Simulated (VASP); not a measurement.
Input for VASP

### POSCAR
```
SrCl2
1.0
  0.0000000000   3.4336860000   3.4647990000
  3.4963120000   0.0000000000   3.4647990000
  3.4963120000   3.4336860000   0.0000000000
Sr Cl
1 2
Cartesian
  0.0000000000   0.0000000000   0.0000000000
  1.7481560000   1.7168430000   1.7323995000
  5.3238272898   5.1505290000   5.1971985000
```

### INCAR
```
LREAL = .FALSE.   ! projection in real space or not
PREC = Accurate
NELM = 100   ! most electronic steps
LCHARG = .FALSE.
ENCUT = 400   ! plane-wave cut-off (eV)
LMAXMIX = 4   ! l cut-off of mixed one-centre charges
GGA = PE   ! PBE
LASPH = .TRUE.   ! aspherical one-centre terms
EDIFF = 1E-2
ISMEAR = 0   ! Gaussian
LWAVE = .FALSE.
SIGMA = 0.05
ALGO = Normal   ! blocked Davidson
SYSTEM = SrCl2
ISIF = 2   ! forces and stress, cell fixed
```

KPOINTS:
```
Automatic mesh
0
Gamma
5 5 5
0 0 0
```

POTCAR, in this order: Sr_sv Cl (PBE.64 set). Program: vasp_std.

Problem. Translate this PBE calculation to Quantum ESPRESSO's pw.x.

Solution. One equivalent input (not run):
```
&CONTROL
  calculation = 'scf'
  pseudo_dir = './pseudo'
  outdir = './out'
  tprnfor = .true.
  tstress = .true.
/
&SYSTEM
  ibrav = 0
  nat = 3
  ntyp = 2
  ecutwfc = 68
  occupations = 'smearing'
  smearing = 'gaussian'
  degauss = 0.003675
  input_dft = 'pbe'
/
&ELECTRONS
  conv_thr = 0.00073
  electron_maxstep = 100
/
ATOMIC_SPECIES
  Sr 87.620 Sr.upf
  Cl 35.450 Cl.upf
CELL_PARAMETERS angstrom
     0.0000000    3.4336860    3.4647990
     3.4963120    0.0000000    3.4647990
     3.4963120    3.4336860    0.0000000
ATOMIC_POSITIONS crystal
  Sr   0.0000000  0.0000000  0.0000000
  Cl   0.2500000  0.2500000  0.2500000
  Cl   0.7386510  0.7613490  0.7613490
K_POINTS automatic
  5 5 5 0 0 0
```
What does not carry over: the potentials are each code's own (VASP's PAW set, PseudoDojo norm-conserving files in pw.x), so ENCUT and ecutwfc are chosen apart and not converted; conv_thr bounds pw.x's estimated SCF error, while EDIFF bounds the energy change between steps.

The compound is SrCl2 in the fluorite structure. The cell was not relaxed at this level, atoms are displaced from their ideal sites. The run is one of a series of settings (EDIFF = 1E-2 against the base run), some of them coarse on purpose.
